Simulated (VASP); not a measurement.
# InP: what moves the LDA gap besides the functional, part 2 of 2

Aim: test what besides the functional moves the gap of InP. The starting structure is a measured crystal structure from the Crystallography Open Database. Cell and atoms stay as given unless a step says otherwise.

VASP 6.6.1.

Results so far: reference 0.485 eV; cell and atoms relaxed by LDA 0.597 eV; no band path 0.485 eV.

## Step 5: Bands with a cutoff of 500 eV (continued)

Level of this step: LDA; plane waves and PAW (In_d, P) (VASP).

OUTCAR, selected parts (step 5):

```text
  Total       -0.4583441     -0.4583441     -0.4583441      0.0000000      0.0000000      0.0000000
  in kB      -14.5323715    -14.5323715    -14.5323715      0.0000000      0.0000000      0.0000000
  external PRESSURE =     -14.5323715 kB  Pullay stress =       0.0000000 kB

 POSITION                                       TOTAL-FORCE (eV/Angst)
 -----------------------------------------------------------------------------------
      0.00000      0.00000      0.00000        -0.000000     -0.000000     -0.000000
      4.40152      4.40152      4.40152         0.000000      0.000000      0.000000
 -----------------------------------------------------------------------------------
    total drift:                               -0.000000     -0.000000     -0.000000

  FREE ENERGIE OF THE ION-ELECTRON SYSTEM (eV)
  ---------------------------------------------------
  free  energy   TOTEN  =        -9.6552221779 eV

  energy  without entropy=       -9.6552221779  energy(sigma->0) =       -9.65522218

[... 1 part as in an earlier step ...]

[... 2 further parts left out ...]
[key lines of the parts left out:]
E-fermi :   5.1386
```

With a cutoff of 500 eV the gap is 0.486 eV, +0.001 eV from the reference.

## Step 6: Bands with a 10×10×10 mesh

Against step 2 the input has a 10×10×10 mesh.

File INCAR:

```
SYSTEM = InP
PREC = Accurate
ENCUT = 350
EDIFF = 1E-06
NELM = 100
ISMEAR = 0
SIGMA = 0.03
LREAL = .FALSE.
ALGO = Normal
GGA = CA
NBANDS = 21
LORBIT = 11
LWAVE = .FALSE.
LCHARG = .FALSE.
KPAR = 4
```

File POSCAR:

```
InP
1.0
    0.0000000000      2.9343500000      2.9343500000
    2.9343500000      0.0000000000      2.9343500000
    2.9343500000      2.9343500000      0.0000000000
In P
1 1
Direct
    0.0000000000      0.0000000000      0.0000000000
    0.7500000000      0.7500000000      0.7500000000
```

File KPOINTS:

```
Automatic mesh
0
Gamma
10 10 10
0 0 0
```

File KPOINTS_OPT:

```
Line mode
10
Line-mode
Reciprocal
  0.00000000   0.00000000   0.00000000 GAMMA
  0.50000000   0.00000000   0.50000000 X

  0.50000000   0.00000000   0.50000000 X
  0.50000000   0.25000000   0.75000000 W

  0.50000000   0.25000000   0.75000000 W
  0.37500000   0.37500000   0.75000000 K

  0.37500000   0.37500000   0.75000000 K
  0.00000000   0.00000000   0.00000000 GAMMA

  0.00000000   0.00000000   0.00000000 GAMMA
  0.50000000   0.50000000   0.50000000 L

  0.50000000   0.50000000   0.50000000 L
  0.62500000   0.25000000   0.62500000 U

  0.62500000   0.25000000   0.62500000 U
  0.50000000   0.25000000   0.75000000 W

  0.50000000   0.25000000   0.75000000 W
  0.50000000   0.50000000   0.50000000 L

  0.50000000   0.50000000   0.50000000 L
  0.37500000   0.37500000   0.75000000 K

  0.62500000   0.25000000   0.62500000 U
  0.50000000   0.00000000   0.50000000 X
```

Potentials, in the order of the species: In_d and P (LDA family, release 64).

The run is started by

```sh
mpirun -np 4 vasp_std
```

The log of the run:

```text
[... set-up lines as in an earlier step ...]
 entering main loop
       N       E                     dE             d eps       ncg     rms          rms(c)
DAV:   1     0.111425443081E+03    0.11143E+03   -0.61435E+03  2044   0.718E+02
DAV:   2    -0.101681298061E+01   -0.11244E+03   -0.10577E+03  2141   0.232E+02
DAV:   3    -0.985261897098E+01   -0.88358E+01   -0.87579E+01  2429   0.641E+01
DAV:   4    -0.100884240668E+02   -0.23581E+00   -0.23562E+00  2382   0.103E+01
[...]
DAV:  11    -0.966801772506E+01   -0.29441E-05   -0.26180E-05  2827   0.623E-02    0.246E-02
DAV:  12    -0.966801635233E+01    0.13727E-05   -0.22229E-06  2396   0.102E-02    0.588E-03
DAV:  13    -0.966801638362E+01   -0.31290E-07   -0.36252E-07  1347   0.326E-03
   1 F= -.96680164E+01 E0= -.96680164E+01  d E =-.636354E-17
 Start KPOINTS_OPT (optional k-point list driver)
k-point batch [1-47\100]
       N       E                     dE             ncg
DAV:   1     0.166447563389E+04   -0.15272E+05     2023
DAV:   2    -0.364995784301E+04   -0.53144E+04     2097
DAV:   3    -0.408305312592E+04   -0.43310E+03     2390
DAV:   4    -0.409459179376E+04   -0.11539E+02     2434
DAV:   5    -0.409512284770E+04   -0.53105E+00     2840
DAV:   6    -0.409513167498E+04   -0.88273E-02     2575
DAV:   7    -0.409513197802E+04   -0.30303E-03     2853
DAV:   8    -0.409513198119E+04   -0.31747E-05     2104
DAV:   9    -0.409513198134E+04   -0.15211E-06     1570
[...]
k-point batch [95-100\100]
       N       E                     dE             ncg
DAV:   1     0.208018447686E+05   -0.30334E+04      262
DAV:   2     0.201013339734E+05   -0.70051E+03      283
DAV:   3     0.200472974456E+05   -0.54037E+02      336
DAV:   4     0.200459442809E+05   -0.13532E+01      297
DAV:   5     0.200458781787E+05   -0.66102E-01      390
DAV:   6     0.200458775158E+05   -0.66293E-03      310
DAV:   7     0.200458774859E+05   -0.29888E-04      380
DAV:   8     0.200458774857E+05   -0.17836E-06      235
```

It took 10 s on 4 MPI ranks of Intel Xeon 6975P-C (Granite Rapids), shared host; peak memory 0.6 GiB; 39 s of CPU time.

Parts of OUTCAR (step 6):

```text
  Total       -0.5266544     -0.5266544     -0.5266544      0.0000000      0.0000000     -0.0000000
  in kB      -16.6982358    -16.6982358    -16.6982358      0.0000000      0.0000000     -0.0000000
  external PRESSURE =     -16.6982358 kB  Pullay stress =       0.0000000 kB

 POSITION                                       TOTAL-FORCE (eV/Angst)
 -----------------------------------------------------------------------------------
      0.00000      0.00000      0.00000        -0.000000      0.000000     -0.000000
      4.40152      4.40152      4.40152         0.000000     -0.000000      0.000000
 -----------------------------------------------------------------------------------
    total drift:                               -0.000000     -0.000000      0.000000

  FREE ENERGIE OF THE ION-ELECTRON SYSTEM (eV)
  ---------------------------------------------------
  free  energy   TOTEN  =        -9.6680163836 eV

  energy  without entropy=       -9.6680163836  energy(sigma->0) =       -9.66801638

[... 1 part as in an earlier step ...]

[... 2 further parts left out ...]
[key lines of the parts left out:]
E-fermi :   5.1284
```

With a 10×10×10 mesh the gap is 0.489 eV, +0.004 eV from the reference.

## Step 7: All runs side by side

| run | gap (eV) | change (eV) | core minutes |
| --- | --- | --- | --- |
| reference | 0.485 | - | 0.413 |
| cell and atoms relaxed by LDA | 0.597 | 0.112 | 0.52 |
| no band path | 0.485 | 0.0 | 0.16 |
| a cutoff of 500 eV | 0.486 | 0.001 | 0.72 |
| a 10×10×10 mesh | 0.489 | 0.004 | 0.693 |

Core minutes are wall time times ranks of the run shown, on a shared host.

## Step 8: Summary of results

* reference gap: 0.485 eV
* gap with cell and atoms relaxed by LDA: 0.597 eV
* gap with no band path: 0.485 eV
* gap with a cutoff of 500 eV: 0.486 eV
* gap with a 10×10×10 mesh: 0.489 eV

In words: Among the runs that read a gap along the path, the one with cell and atoms relaxed by LDA moves it most, by +0.112 eV. On finer settings it changes by +0.001 eV with a cutoff of 500 eV and +0.004 eV with a 10×10×10 mesh. The functional's own error isn't tested here. Further runs on this material are not shown.

[Lines on the potential files, build, host, timing and source positions are cut from VASP's logs without a mark.]

[Logs are printed without paths, hosts, clocks, repeated set-up lines and the standing remarks that a program may print on its own settings, such as how far it seeks lower states.]

[Hosts, paths, dates, database ids (printed as entryN), source tags and the programs' standing remarks are cut or masked in the printed files.]
